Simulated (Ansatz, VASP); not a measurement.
# BeSb: VASP beside Ansatz

The input POSCAR:

```
BeSb
1.0
    3.8791000000      0.0000000000      0.0000000000
   -1.9395500000      3.3594000000      0.0000000000
    0.0000000000      0.0000000000      3.0375500000
Be Sb
1 1
Direct
    0.0000000000      0.0000000000      0.0000000000
    0.3333300000      0.6666700000      0.5000000000
```

Contents of INCAR.step1:

```
SYSTEM = BeSb
PREC = Accurate ; ENCUT = 520
EDIFF = 1E-5 ; ISMEAR = -1
SIGMA = 0.05 ; LREAL = .FALSE.
LASPH = .TRUE. ; NELM = 100
ALGO = Normal ; ISIF = 2
LWAVE = .TRUE. ; LCHARG = .FALSE.
NBANDS = 10 ; GGA = PE
```

Contents of INCAR.step2:

```
SYSTEM = BeSb
PREC = Accurate ; ENCUT = 520
EDIFF = 1E-6 ; ISMEAR = -1
SIGMA = 0.05 ; LREAL = .FALSE.
LASPH = .TRUE. ; NELM = 100
ALGO = Normal ; ISIF = 2
LWAVE = .FALSE. ; LCHARG = .FALSE.
GGA = PE ; LHFCALC = .TRUE.
HFSCREEN = 0.2 ; AEXX = 0.4
PRECFOCK = Fast ; NBANDS = 10
ISTART = 1
```

File KPOINTS:

```
regular mesh
0
G
  4 4 5
  0 0 0
```

input.yaml

```yaml
crystal:
  lattice:
    - [3.8791, 0.0, 0.0]
    - [-1.93955, 3.3594, 0.0]
    - [0.0, 0.0, 3.03755]
  atoms:
    - { symbol: Be, position: [0.0, 0.0, 0.0] }
    - { symbol: Sb, position: [0.33333, 0.66667, 0.5] }
hamiltonian:
  xc: { exchange: pbe, correlation: pbe, exx: { coeff: 0.4, omega: 0.2 } }
  pseudopotentials: { kind: paw }
kpoints:
  mp_grid: { grid: [4, 4, 5] }
scf:
  occupations: { method: fermi_dirac, width: 0.05 }
output:
  forces: true
  stress: true
  eigenvalues: true
```

The cell was built by a generator and needn't be a form met in nature.

Alike in both runs: task single point; functional HSE(alpha, omega); k mesh 4 × 4 × 5; occupations fermi-dirac, width 0.05 eV; no spin polarisation.

|  | VASP | Ansatz |
| --- | --- | --- |
| version | VASP 6.6.1 | Ansatz 0.2.0 |
| potentials or method | VASP PAW PBE potentials, release 64 (Be, Sb) | Ansatz PAW |
| plane-wave cutoff (eV) | 520 | 420 |
| valence electrons in the cell | 7 | 17 |

Ansatz gave:

```
gap on the k mesh at the Fermi level (eV)       : none
pressure (GPa)                                  : -2.7
largest component of the traceless stress (GPa) : 0.58
```

Which values does VASP return?

gap on the k mesh at the Fermi level (eV): none; pressure (GPa): -4.2; largest component of the traceless stress (GPa): 0.45.

A gap of «none» marks a metal or a gap that the smearing closes. The two sets of potentials don't hold the same shells in valence.

Caveats: the k mesh is coarse (spacing up to 0.47 Å⁻¹), so the values aren't converged, least of all with exact exchange; the PAW data sets were made with another functional, which shifts forces and pressure a little (VASP); the PAW data sets come from PBE, with cores solved anew for the run's functional, which leaves a small shift of forces and pressure (Ansatz); the thresholds are loose for stress (Ansatz). Spin-orbit coupling is left out, which matters for the levels of Sb.
